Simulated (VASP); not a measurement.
Here is the system:

```xyz
1
Lattice="-1.5800 1.5800 1.5800 1.5800 -1.5800 1.5800 1.5800 1.5800 -1.5800" Properties=species:S:1:pos:R:3 pbc="T T T"
W      0.0000     0.0000     0.0000
```

Calculation: rev-vdW-DF2, VASP's PBE PAW potentials (set 64) (plane waves; VASP). Settings: 520 eV cut-off, 15×15×15 Γ-centred mesh, first-order Methfessel-Paxton smearing of 0.10 eV, potentials W_sv.

Task: The ions, cell shape and volume are relaxed. Predict the relaxed structure.

Result: 
```xyz
1
Lattice="-1.5864 1.5864 1.5864 1.5864 -1.5864 1.5864 1.5864 1.5864 -1.5864" Properties=species:S:1:pos:R:3 pbc="T T T"
W      0.0000     0.0000     0.0000
```
Space group Im-3m (229), at a tolerance of 0.03 Å.

Task: How do energy and volume change from the first to the last step?

Result: The energy (σ→0) changes by -2.2 meV/atom and the volume by +1.2 %, in 3 ionic steps.

```
step  E(σ→0) (eV)  max force (eV/Å)  pressure (GPa)  volume (Å³)
----  -----------  ----------------  --------------  -----------
1        -10.3326             0.000            3.84        15.78
2        -10.3073             0.000          -12.33        16.66
3        -10.3348             0.000           -0.06        15.97
```

The compound is W in the bcc structure. This run relaxes it. Symmetry was kept, so distortions that lower it aren't found.
